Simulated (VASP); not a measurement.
Data:

```yaml
crystal:
  lattice:
    - [1.57609, -2.72987, 0.00000]
    - [1.57609, 2.72987, 0.00000]
    - [0.00000, 0.00000, 3.50589]
  atoms:
    - { symbol: Zr, position: [0.00000, 0.00000, 0.00000] }
    - { symbol: B, position: [0.33333, 0.66667, 0.50000] }
    - { symbol: B, position: [0.66667, 0.33333, 0.50000] }
```

The numbers are results of AM05 GGA, VASP's PBE PAW potentials (set 64) (plane waves; VASP), not measurements. Numerical set-up: 520 eV cut-off, Gaussian smearing of 0.050 eV, potentials Zr_sv B.

Q: Give the energies of bands 6 to 12 at the high-symmetry points, in eV from the Fermi level.

A: 
```
band      Γ      M      K      A      L      H
----  -----  -----  -----  -----  -----  -----
6     -2.84  -8.61  -7.90  -7.21  -7.14  -8.95
7     -2.83  -4.12  -7.21  -1.11  -4.85  -5.11
8     -2.83  -3.23  -2.66  -1.11  -4.38  -2.85
9     -2.47  -2.95  -2.66   0.12  -2.13  -2.85
10     3.33   2.13   1.43   0.12   3.70   4.06
11     3.33   2.19   1.43   0.63   4.00   6.11
12     4.17   4.92   3.04   0.63   5.31   6.12
```

It has no gap at this level: it comes out as a metal or semimetal.

The compound is ZrB2 in the AlB2 type structure. It was relaxed first.
